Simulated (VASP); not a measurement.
```
CELL_PARAMETERS angstrom
      0.00000     2.10317     2.10317
      2.10317     0.00000     2.10317
      2.10317     2.10317     0.00000
ATOMIC_POSITIONS crystal
  Ti 0.00000 0.00000 0.00000
  N  0.50000 0.50000 0.50000
```

The numbers are results of PBEsol GGA, VASP's PBE PAW potentials (set 64) (plane waves; VASP), not measurements. Settings: 620 eV cut-off, 15×15×15 Γ-centred mesh, first-order Methfessel-Paxton smearing of 0.10 eV, potentials Ti_sv N.

Q: The ions, cell shape and volume at an external pressure of 5.0 GPa are relaxed. Which structure does the run end with?

A: 
```
CELL_PARAMETERS angstrom
      0.00000     2.09149     2.09149
      2.09149     0.00000     2.09149
      2.09149     2.09149     0.00000
ATOMIC_POSITIONS crystal
  Ti 0.00000 0.00000 0.00000
  N  0.50000 0.50000 0.50000
```
Space group Fm-3m (225), at a tolerance of 0.03 Å.

Q: How do energy and volume change from the first to the last step?

A: The energy (σ→0) changes by +2.3 meV/atom and the volume by -1.7 %, in 3 ionic steps.

The compound is TiN in the rock salt structure. This run relaxes it under an external pressure of 5 GPa. Symmetry was kept, so distortions that lower it aren't found. The electron count is odd and the run is not spin-polarised, which forces a metal.
